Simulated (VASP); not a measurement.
# BeZn2Se3 (Cc) in VASP: single point with r2SCAN

Aim: the single point of BeZn2Se3 with r2SCAN.

Everything below comes from runs of VASP 6.6.1. Logs are shortened: lines on timing, memory, paths and dates and some standing lists are left out, and cuts for length are marked.

**1. The crystal as given**

The structure is monoclinic, space group Cc (No. 9). Conventional cell: a = 6.783 Å, b = 11.800 Å, c = 6.769 Å, α = 90.00°, β = 109.10°, γ = 90.00°. Be (site symmetry 1) has 4 Se at 2.25 to 2.29 Å as nearest neighbours. Zn (site symmetry 1) is surrounded by 4 Se at 2.47 to 2.49 Å. Zn (site symmetry 1) is surrounded by 4 Se at 2.46 to 2.49 Å. Around Se (site symmetry 1) lie 2 Be at 2.27 to 2.29 Å and 2 Zn at 2.49 Å. Se (site symmetry 1) is surrounded by 1 Be at 2.25 Å and 3 Zn at 2.47 to 2.48 Å. Se (site symmetry 1) has 1 Be at 2.25 Å and 3 Zn at 2.46 to 2.48 Å as nearest neighbours.

The cell was built by a generator and needn't be a form met in nature.

**2. Single point, r2SCAN**

INCAR

```
SYSTEM = BeZn2Se3
PREC = Accurate
ENCUT = 520
EDIFF = 1E-6
ISMEAR = 0
SIGMA = 0.03
LREAL = .False.
LASPH = .True.
NELM = 150
ALGO = Normal
ISIF = 2
LWAVE = .False.
LCHARG = .False.
METAGGA = R2SCAN
LMIXTAU = .True.
NBANDS = 56
KPAR = 4
```

KPOINTS

```
regular mesh
0
Gamma
  4 4 4
  0 0 0
```

POSCAR

```
BeZn2Se3
1.0
    3.3913600000     -5.9001700000      0.0000000000
    3.3913600000      5.9001700000      0.0000000000
   -2.2150620000      0.0000000000      6.3967270000
Be Zn Se
2 4 6
Direct
    0.9221670000      0.0801450000      0.0021400000
    0.0801450000      0.9221670000      0.5021400000
    0.5855430000      0.4163720000      0.0000240000
    0.2444180000      0.7539280000      0.9997700000
    0.4163720000      0.5855430000      0.5000240000
    0.7539280000      0.2444180000      0.4997700000
    0.9605990000      0.8170280000      0.1440000000
    0.2680440000      0.4368720000      0.1142890000
    0.6465330000      0.1190180000      0.1149150000
    0.4368720000      0.2680440000      0.6142890000
    0.8170280000      0.9605990000      0.6440000000
    0.1190180000      0.6465330000      0.6149150000
```

Potentials or basis: VASP PAW PBE potentials, release 64 (Be, Zn, Se).

Started as:

```console
cat potpaw_PBE.64/Be/POTCAR potpaw_PBE.64/Zn/POTCAR potpaw_PBE.64/Se/POTCAR > POTCAR
mpirun -np 4 vasp_std > vasp.out
```

OUTCAR:

```text
SYSTEM = BeZn2Se3
   PREC = Accurate
   ENCUT = 520
   EDIFF = 1E-6
   ISMEAR = 0
   LREAL = .False.
   LASPH = .True.
   NELM = 150
   ISIF = 2
   METAGGA = R2SCAN

 ion  position               nearest neighbor table
   1  0.922  0.080  0.002-   9 2.25   8 2.25   7 2.27  11 2.29
   2  0.080  0.922  0.502-  12 2.25  10 2.25  11 2.27   7 2.29
   3  0.586  0.416  0.000-   8 2.47  10 2.47   9 2.48   7 2.49
   4  0.244  0.754  1.000-  12 2.46   9 2.47   8 2.48   7 2.49
   5  0.416  0.586  0.500-  10 2.47   8 2.47  12 2.48  11 2.49
   6  0.754  0.244  0.500-   9 2.46  12 2.47  10 2.48  11 2.49
   7  0.961  0.817  0.144-   1 2.27   2 2.29   4 2.49   3 2.49
   8  0.268  0.437  0.114-   1 2.25   3 2.47   5 2.47   4 2.48
   9  0.647  0.119  0.115-   1 2.25   6 2.46   4 2.47   3 2.48
  10  0.437  0.268  0.614-   2 2.25   5 2.47   3 2.47   6 2.48
  11  0.817  0.961  0.644-   2 2.27   1 2.29   6 2.49   5 2.49
  12  0.119  0.647  0.615-   2 2.25   4 2.46   6 2.47   5 2.48

  LATTYP: Found a base centered monoclinic cell.
 ALAT       =     6.7827200000
 B/A-ratio  =     1.7397651680
 C/A-ratio  =     0.9980344395
 COS(beta)  =    -0.3272174604

  Lattice vectors:

 A1 = (   3.3913600000,  -5.9001700000,   0.0000000000)
 A2 = (   3.3913600000,   5.9001700000,   0.0000000000)
 A3 = (  -2.2150620000,   0.0000000000,   6.3967270000)

Analysis of symmetry for initial positions (statically):
=====================================================================
 Subroutine PRICEL returns:
 Original cell was already a primitive cell.

 Routine SETGRP: Setting up the symmetry group for a
 base centered monoclinic supercell.

 Subroutine GETGRP returns: Found  2 space group operations
 (whereof  1 operations were pure point group operations)
 out of a pool of  4 trial point group operations.

The static configuration has the point symmetry C_1 .
 The point group associated with its full space group is C_1h.

Analysis of symmetry for dynamics (positions and initial velocities):
=====================================================================
 Subroutine PRICEL returns:
 Original cell was already a primitive cell.

 Routine SETGRP: Setting up the symmetry group for a
 base centered monoclinic supercell.

 Subroutine GETGRP returns: Found  2 space group operations
 (whereof  1 operations were pure point group operations)
 out of a pool of  4 trial point group operations.

[... 130 lines left out ...]
   PSTRESS=    0.0 pullay stress
   NELECT =      88.0000    total number of electrons
   NUPDOWN=      -1.0000    fix difference up-down
   EMIN   =  10.00;   EMAX   =-10.00  energy-range for DOS
   EFERMI =   0.00;   METHOD = LEGACY
   ISMEAR =     0;   SIGMA  =   0.03  broadening in eV -4-tet -1-fermi 0-gaus
   EFERMI_NEDOS =   21; number of points for ismear=-14 and -15
   IALGO  =     38    algorithm
   IMIX   =      4    mixing-type and parameters
     AMIX     =   0.40;   BMIX     =  1.00
     AMIX_MAG =   1.60;   BMIX_MAG =  1.00
  volume/ion in A,a.u.               =      21.33       143.96
  Fermi-wavevector in a.u.,A,eV,Ry     =   1.146816  2.167168 17.894197  1.315186
  Thomas-Fermi vector in A             =   2.283498
   LORBIT       =      0    0 simple, 1 ext, 2 COOP (PROOUT), +10 PAW based schemes
   METAGGA = R2SCAN    functional components
   LHFCALC =     F    Hartree Fock is set to
   AEXX    =    0.0000 exact exchange contribution
   IVDW    =     0    specifies the selected vdW correction
   LEPSILON=     F    determine dielectric tensor
   LRPA    =     F    only Hartree local field effects (RPA)
 non-spin polarized calculation
 Gauss-broadening in eV      SIGMA  =   0.03
  energy-cutoff  :      520.00
  volume of cell :      255.99
 maximum number of plane-waves:      6910
 NGX is ok and might be reduce to    54
   NGX = 25   NGY = 25   NGZ = 25

 number of electron      87.9999975 magnetization

 Free energy of the ion-electron system (eV)
  ---------------------------------------------------
  ext. energy  EPLUGINS =         0.00000000
  ---------------------------------------------------
  free energy    TOTEN  =      -140.51156580 eV

  energy without entropy =     -140.51156580  energy(sigma->0) =     -140.51156580

 E-fermi :   1.7153     XC(G=0):  -9.8103

 val. band max:        1.5806858850   @ k =   0.0000   0.0000   0.0000
 cond. band min:       4.1028424227   @ k =   0.0000   0.0000   0.0000
 fundamental gap:      2.5221565377
 Fermi energy:         1.7152827411

 k-point     1 :       0.0000    0.0000    0.0000
  band No.  band energies     occupation
      1     -12.1322      2.00000
      2     -11.1961      2.00000
      3     -10.9426      2.00000
      4     -10.9333      2.00000
      5     -10.9311      2.00000
      6     -10.9138      2.00000
[... 1405 lines left out ...]
     55       8.4848      0.00000
     56       8.4848      0.00000

------------------------ aborting loop because EDIFF is reached ----------------------------------------

  FORCE on cell =-STRESS in cart. coord.  units (eV):
  Direction    XX          YY          ZZ          XY          YZ          ZX
  --------------------------------------------------------------------------------------
  -------------------------------------------------------------------------------------
  Total       -2.9392853     -2.9595789     -2.9241365      0.0000000      0.0000000     -0.0377352
  in kB      -18.3961143    -18.5231258    -18.3013023      0.0000000      0.0000000     -0.2361735
  external PRESSURE =     -18.4068475 kB  Pullay stress =       0.0000000 kB

 VOLUME and BASIS-vectors are now :
 -----------------------------------------------------------------------------
  energy-cutoff  :      520.00
  volume of cell :      255.99
      direct lattice vectors                 reciprocal lattice vectors
     3.391360000 -5.900170000  0.000000000     0.147433478 -0.084743321  0.051053343
     3.391360000  5.900170000  0.000000000     0.147433478  0.084743321  0.051053343
    -2.215062000  0.000000000  6.396727000     0.000000000  0.000000000  0.156329948

 POSITION                                       TOTAL-FORCE (eV/Angst)
 -----------------------------------------------------------------------------------
      3.39446     -4.96807      0.01369         0.000295     -0.000021      0.012412
      2.28693      4.96807      3.21205         0.000295      0.000021      0.012412
      3.39780     -0.99814      0.00015        -0.001609      0.003450     -0.019920
      1.17120      3.00620      6.39526        -0.008646     -0.002132     -0.018666
      2.29027      0.99814      3.19852        -0.001609     -0.003450     -0.019920
      2.27873     -3.00620      3.19689        -0.008646      0.002132     -0.018666
      5.70960     -0.84709      0.92113        -0.060261     -0.113792     -0.094522
      2.13747      0.99611      0.73108         0.148274     -0.005155      0.058765
      2.34172     -3.11243      0.73508        -0.078053      0.134020      0.061931
      1.02994     -0.99611      3.92944         0.148274      0.005155      0.058765
      4.60207      0.84709      4.11949        -0.060261      0.113792     -0.094522
      1.23418      3.11243      3.93344        -0.078053     -0.134020      0.061931
 -----------------------------------------------------------------------------------
    total drift:                               -0.032209     -0.000000     -0.092604

  FREE ENERGIE OF THE ION-ELECTRON SYSTEM (eV)
  ---------------------------------------------------
  free  energy   TOTEN  =      -140.5115658041 eV

  energy  without entropy=     -140.5115658041  energy(sigma->0) =     -140.51156580
```

OSZICAR:

```text
N       E                     dE             d eps       ncg     rms          rms(c)
DAV:   1     0.592081336229E+03    0.59208E+03   -0.38902E+04  2688   0.170E+03
DAV:   2    -0.531186549934E+02   -0.64520E+03   -0.61752E+03  2704   0.403E+02
[... 11 lines left out ...]
DAV:  14    -0.140511480847E+03   -0.27062E-03   -0.72337E-04  3416   0.305E-01    0.368E-02
DAV:  15    -0.140511393546E+03    0.87302E-04   -0.20963E-04  3032   0.145E-01    0.269E-02
DAV:  16    -0.140511557194E+03   -0.16365E-03   -0.10215E-04  3216   0.647E-02    0.989E-03
DAV:  17    -0.140511567159E+03   -0.99647E-05   -0.15670E-05  3264   0.209E-02    0.612E-03
DAV:  18    -0.140511564015E+03    0.31440E-05   -0.30973E-06  2464   0.144E-02    0.549E-03
DAV:  19    -0.140511565992E+03   -0.19765E-05   -0.17056E-06  2120   0.891E-03    0.251E-03
DAV:  20    -0.140511565804E+03    0.18744E-06   -0.36330E-07  1832   0.371E-03
   1 F= -.14051157E+03 E0= -.14051157E+03  d E =-.640291E-12
```

Run time: 11 min. Hardware: 4 MPI ranks of AMD EPYC 7R13 (Zen 3), shared host; peak memory 0.55 GiB.

Results:

| Item | Value |
| --- | --- |
| Free energy | -140.5116 eV |
| Pressure | -1.8 GPa |
| Largest force | 0.167 eV/Å |
| Band gap on the k mesh | 2.52 eV, direct |

Forces in eV/Å, atoms in the order of the input:
```
Be   0.000  0.000  0.012
Be   0.000  0.000  0.012
Zn  -0.002  0.003 -0.020
Zn  -0.009 -0.002 -0.019
Zn  -0.002 -0.003 -0.020
Zn  -0.009  0.002 -0.019
Se  -0.060 -0.114 -0.095
Se   0.148 -0.005  0.059
Se  -0.078  0.134  0.062
Se   0.148  0.005  0.059
Se  -0.060  0.114 -0.095
Se  -0.078 -0.134  0.062
```

Levels at points of the mesh, in eV from the valence-band top:
| k point | band 42 | band 43 | band 44 | band 45 | band 46 | band 47 |
| --- | --- | --- | --- | --- | --- | --- |
| (0.00, 0.00, 0.00) | -0.03 | 0.00 | 0.00 | 2.52 | 3.25 | 4.22 |
| (0.50, 0.00, 0.00) | -1.22 | -0.80 | -0.47 | 3.97 | 4.14 | 4.53 |
| (0.50, 0.50, 0.00) | -0.83 | -0.45 | -0.26 | 3.24 | 3.28 | 3.73 |
| (0.00, 0.00, 0.50) | -0.50 | -0.44 | -0.44 | 3.55 | 3.55 | 4.75 |
| (0.50, 0.00, 0.50) | -1.16 | -0.78 | -0.73 | 3.32 | 3.36 | 3.81 |
| (0.50, 0.50, 0.50) | -1.26 | -1.14 | -1.14 | 4.08 | 4.08 | 4.70 |

Caveat: the PAW data sets were made with another functional, which shifts forces and pressure a little.
